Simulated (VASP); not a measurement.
# LiTi: single point with LDA+U

LiTi:

```xyz
4
Lattice="2.9521 2.9521 0.0000 0.0000 2.9521 2.9521 2.9521 0.0000 2.9521" Properties=species:S:1:pos:R:3 pbc="T T T"
Li    0.0000    0.0000    0.0000
Li    2.9521    2.9521    2.9521
Ti    1.4760    1.4760    1.4760
Ti    4.4281    4.4281    4.4281
```

The cell was built by a generator and needn't be a form met in nature.

| Item | Value |
| --- | --- |
| Program | VASP 6.6.1 |
| Task | single point |
| Functional | LDA |
| Potentials or basis | VASP PAW LDA potentials, release 64 (Li_sv, Ti_sv) |
| Cutoff | 520 eV |
| k mesh | 5 × 5 × 5, shifted |
| Occupations | fermi-dirac, width 0.0855 eV |
| Spin | collinear spin, typed start |
| Starting moments | [0.0, 0.0, 1.8, -1.8] μB |
| Hubbard terms | Ti d U = 6.53 eV, J = 0.98 eV |
| Dipole correction | no |
| LDAUTYPE | 1 |
| Hund's J | 0.98 |
| Further INCAR settings | ALGO = Normal; EDIFF = 1e-06; NBANDS = 27; ISYM = 0 |

| Property | Result |
| --- | --- |
| Band gap on the k mesh | none (metal or under the smearing width) |
| Net moment | 0.00 μB per cell |
| Valence electrons inside the program's atomic spheres | Li 2.25; Ti 10.15 |

Levels at points of the mesh, in eV from the Fermi level:
Spin up:
```csv
k point,band 13,band 14,band 15,band 16,band 17,band 18
"(0.50, 0.50, 0.50)",-0.05,-0.05,-0.05,-0.05,1.74,1.74
"(0.50, 0.00, 0.00)",-0.05,-0.05,-0.05,-0.05,1.74,1.74
"(0.00, 0.00, 0.50)",-0.05,-0.05,-0.05,-0.05,1.74,1.74
"(0.00, 0.50, 0.00)",-0.05,-0.05,-0.05,-0.05,1.74,1.74
```
Spin down:
```csv
k point,band 12,band 13,band 14,band 15,band 16,band 17,band 18,band 19
"(0.50, 0.50, 0.50)",-2.84,-0.05,-0.05,-0.05,-0.05,1.74,1.74,1.74
"(0.50, 0.00, 0.00)",-2.84,-0.05,-0.05,-0.05,-0.05,1.74,1.74,1.74
"(0.00, 0.00, 0.50)",-2.84,-0.05,-0.05,-0.05,-0.05,1.74,1.74,1.74
"(0.00, 0.50, 0.00)",-2.84,-0.05,-0.05,-0.05,-0.05,1.74,1.74,1.74
```

Eigenvalues of the final occupation matrices:
| site | spin | trace | eigenvalues |
| --- | --- | --- | --- |
| site 3 d | 1 | 0.87 | 0.14 0.14 0.14 0.22 0.22 |
| site 3 d | 2 | 0.87 | 0.14 0.14 0.14 0.22 0.22 |
| site 4 d | 1 | 0.87 | 0.14 0.14 0.14 0.22 0.22 |
| site 4 d | 2 | 0.87 | 0.14 0.14 0.14 0.22 0.22 |

It took 13 min on 1 thread of Intel(R) Xeon(R) Platinum 8488C (Sapphire Rapids), on a shared host, peak memory 0.53 GiB.

Caveat: the k mesh is coarse (spacing up to 0.37 Å⁻¹), so the values aren't converged; the U is typed as a test and isn't derived for this compound. The state reached can hang on the start; a lower one may exist.
